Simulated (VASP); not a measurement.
AgBr (rock salt):

```xyz
2
Lattice="0.0000 2.8850 2.8850 2.8850 0.0000 2.8850 2.8850 2.8850 0.0000" Properties=species:S:1:pos:R:3 pbc="T T T"
Ag     0.0000     0.0000     0.0000
Br     2.8850     2.8850     2.8850
```

The lowest empty band near Γ, direction [111], from PBE with spin-orbit coupling in VASP (PAW); its two spin partners are averaged. The gap over the points computed is 0.59 eV, and the next band on that side lies 9.22 eV away at the edge.

Numerical set-up: 400 eV cut-off, 9×9×9 Γ-centred mesh, Gaussian smearing of 0.050 eV, potentials Ag Br.

| distance from the edge in k (1/Å) | distance in energy (meV) |
|---|---|
| 0.018 | 6.5 |
| 0.025 | 12.4 |
| 0.035 | 24.3 |
| 0.050 | 49.1 |
| 0.070 | 94.7 |

**Question.** Fit E(1 + αE) = ħ²k²/2m* (ħ²/2m0 = 3.810 eV Å²) and predict the row at 0.095 1/Å.

**Answer.** Least squares on the energies gives the electron mass m* = 0.191 m0 and α = 0.37 per eV, and so 169.9 meV. The run gave 169.8 meV, -0.1 meV from the fit.

Left out are points under 3 meV from the edge, since the levels carry 0.1 meV, and points farther than half the way to the next band.

The compound is AgBr in the rock salt structure. The cell was not relaxed at this level.
